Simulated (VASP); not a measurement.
A run of VASP 6.6.1 is set up as follows.

Contents of INCAR:

```
SYSTEM = ZnRe2
ALGO = Normal
EDIFF = 1E-6
EDIFFG = -0.01
ENCUT = 600
IBRION = 2
ISIF = 3
ISMEAR = 1
IVDW = 13
LASPH = .True.
LCHARG = .False.
LMIXTAU = .True.
LREAL = .False.
LWAVE = .False.
METAGGA = R2SCAN
NELM = 60
NSW = 40
PREC = Accurate
SIGMA = 0.1
VDW_A1 = 0.51559235
VDW_A2 = 5.77342911
VDW_S6 = 1.0
VDW_S8 = 0.6018749
```

KPOINTS

```
k-points
0
Gamma
  8 8 8
  0 0 0
```

Contents of POSCAR:

```
ZnRe2
1.0
    0.0000000000      2.8766070000      2.8766070000
    2.8766070000      0.0000000000      2.8766070000
    2.8766070000      2.8766070000      0.0000000000
Zn Re
1 2
Direct
    0.0000000000      0.0000000000      0.0000000000
    0.7500000000      0.7500000000      0.7500000000
    0.2500000000      0.2500000000      0.2500000000
```

Potentials or basis: VASP PAW PBE potentials, release 64 (Zn, Re).

The run is started by

```sh
$ cat potpaw_PBE.64/Zn/POTCAR potpaw_PBE.64/Re/POTCAR > POTCAR
$ mpirun -np 1 vasp_std > vasp.out
```

(1) Estimate the relaxed volume.

(2) What does it give for the band gap on the k mesh?

(3) What does it give for the space group after relaxing (to 0.05 Å)?

(4) Predict the dispersion energy per atom.

## Answers

(1) 15.74 Å³/atom.

(2) none (metal or under the smearing width).

(3) Fm-3m (No. 225).

(4) -0.180 eV.

Caveat: the PAW data sets were made with another functional, which shifts forces and pressure a little; pairwise dispersion overbinds metals, which lowers pressure and volume.
